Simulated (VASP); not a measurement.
Crystal: SiC.

```
Si C
1.0
     3.07600    0.00000    0.00000
    -1.53800    2.66389    0.00000
     0.00000    0.00000    5.04800
Si C
2 2
Direct
  0.33333 0.66667 0.00000
  0.66667 0.33333 0.50000
  0.33333 0.66667 0.38500
  0.66667 0.33333 0.88500
```

```yaml
Program: VASP 6.6.1
Task: relaxation of cell and atoms
Functional: PBE
Potentials_or_basis: VASP PAW PBE potentials, release 64 (Si, C)
Cutoff: 520 eV
k_mesh: 9 × 9 × 4
Occupations: gaussian, width 0.02 eV
Spin: no spin polarisation
```

At the start: pressure 3.6 GPa; volume 10.34 Å³/atom.

Task: Where does the relaxation end?

Result: Over 7 steps the energy falls by 10.7 meV/atom and the volume is 10.50 Å³/atom (+1.5 %); space group P6_3mc (No. 186, to 0.05 Å).

Step by step:
```
step  energy change (eV)  largest force (eV/Å)  pressure (GPa)  volume (Å³)
   1              0.0000                0.7512            3.64        41.36
   2             -0.0029                0.6246           -3.55        42.78
   3             -0.0396                0.0845           -0.45        42.09
   4             -0.0426                0.0252            0.05        41.99
   5             -0.0426                0.0123           -0.01        42.00
   6             -0.0426                0.0113            0.01        42.00
   7             -0.0426                0.0003            0.00        42.00
```

Final structure:
```yaml
crystal:
  lattice:
    - [3.09176, 0.00000, 0.00000]
    - [-1.54588, 2.67755, 0.00000]
    - [0.00000, 0.00000, 5.07388]
  atoms:
    - { symbol: Si, position: [0.33333, 0.66667, 0.00457] }
    - { symbol: Si, position: [0.66667, 0.33333, 0.50457] }
    - { symbol: C, position: [0.33333, 0.66667, 0.38043] }
    - { symbol: C, position: [0.66667, 0.33333, 0.88043] }
```
